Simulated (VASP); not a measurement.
FTl: relaxation of the atoms with revPBE

Molecule: FTl, in a box.

```
F Tl
1.0
     9.00000    0.00000    0.00000
     0.00000    9.00000    0.00000
     0.00000    0.00000   12.00000
F Tl
1 1
Direct
  0.50144 0.50233 0.41598
  0.50144 0.50233 0.58968
```

* Program: VASP 6.6.1
* Task: relaxation of the atoms
* Functional: revPBE
* Potentials or basis: VASP PAW PBE potentials, release 64 (F, Tl_d)
* Cutoff: 520 eV
* k mesh: 1 × 1 × 1
* Occupations: gaussian, width 0.01 eV
* Spin: no spin polarisation
* Further INCAR settings: ALGO = Fast; EDIFF = 1e-06; IBRION = 2; EDIFFG = -0.01; NSW = 60

- Energy gained by relaxing: 13.4 meV/atom
- Ionic steps: 3
- Gap between the frontier levels: 4.40 eV

Step by step:
```
step  energy change (eV)  largest force (eV/Å)  pressure (GPa)
   1              0.0000                0.8814            0.09
   2             -0.0244                0.2323           -0.04
   3             -0.0269                0.0013           -0.01
```

Final structure:
```
F Tl
1.0
     9.00000    0.00000    0.00000
     0.00000    9.00000    0.00000
     0.00000    0.00000   12.00000
F Tl
1 1
Direct
  0.50144 0.50233 0.41331
  0.50144 0.50233 0.59236
```

Levels at points of the mesh, in eV from the valence-band top:
```tsv
k point	band 7	band 8	band 9	band 10	band 11	band 12	band 13	band 14
(0.00, 0.00, 0.00)	-3.48	-0.30	-0.30	0.00	4.40	4.40	5.74	5.98
```

Wall time 120 s on 1 thread of Intel(R) Xeon(R) 6975P-C (Granite Rapids), on a shared host, peak memory 0.88 GiB.

Caveat: the PAW data sets were made with another functional, which shifts forces and pressure a little; spin-orbit coupling is left out, which as a rule narrows the gap of such compounds by several tenths of an eV. A hybrid or GW would open this gap; revPBE tends to underestimate it.
